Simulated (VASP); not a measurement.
A run of VASP 6.6.1 is set up as follows.

File INCAR:

```
PREC     = Accurate       # precision mode
ENCUT    = 520            # plane-wave cutoff, eV
EDIFF    = 1E-7           # SCF threshold, eV
ISMEAR   = -1             # smearing method
SIGMA    = 0.05           # smearing width, eV
LREAL    = F              # projectors in reciprocal space
LASPH    = T              # aspherical terms in the spheres
NELM     = 80             # most SCF steps
ALGO     = Normal         # electronic algorithm
ISIF     = 2              # what is computed and relaxed
LWAVE    = F              # write WAVECAR
LCHARG   = F              # write CHGCAR
GGA      = PE             # functional
NBANDS   = 18             # bands
```

The input KPOINTS:

```
regular mesh
0
Gamma
  7 7 7
```

The input POSCAR:

```
MoI
1.0
    0.0000000000      3.1788513800      3.1788513800
    3.1788513800      0.0000000000      3.1788513800
    3.1788513800      3.1788513800      0.0000000000
Mo I
1 1
Direct
    0.0000000000      0.0000000000      0.0000000000
    0.7500000000      0.7500000000      0.7500000000
```

Potentials or basis: VASP PAW PBE potentials, release 64 (Mo_sv, I).

The run is started by

```console
$ cat potpaw_PBE.64/Mo_sv/POTCAR potpaw_PBE.64/I/POTCAR > POTCAR
$ mpirun -np 1 vasp_std > vasp.out
```

(1) What does it give for the band gap on the k mesh?

(2) What does it give for the pressure?

## Answers

(1) none (metal or under the smearing width).

(2) -7.4 GPa.

Caveat: an odd number of electrons without spin polarisation forces a metal; a magnetic or distorted state may lie lower.
